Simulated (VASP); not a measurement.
Input:

```
AgCl
1.0
    0.00000     2.73957     2.73957
    2.73957     0.00000     2.73957
    2.73957     2.73957     0.00000
Ag Cl
1 1
Cartesian
  0.00000   0.00000   0.00000
  2.73957   2.73957   2.73957
```

Level of theory: PW91 GGA, VASP's PBE PAW potentials (set 64) (plane waves; VASP). Settings: 520 eV cut-off, 8×8×8 Γ-centred mesh, Gaussian smearing of 0.050 eV, potentials Ag Cl.

### Question
Predict the energy per atom (σ→0), pressure, band gap (on the k-mesh) with the smallest direct gap where there is one.

### Answer

```
Quantity                                              Value
-----------------------------------  ----------------------
band gap (on the k-mesh)                            0.90 eV
smallest direct gap (on the k-mesh)                 3.30 eV
energy per atom (σ→0)                -262.6 kJ/mol of atoms
pressure                                           3.21 GPa
```

Only differences to runs with the same potentials and settings are physical.

The compound is AgCl in the rock salt structure. This cell is one point of a volume scan, at 0.94 of the reference volume.
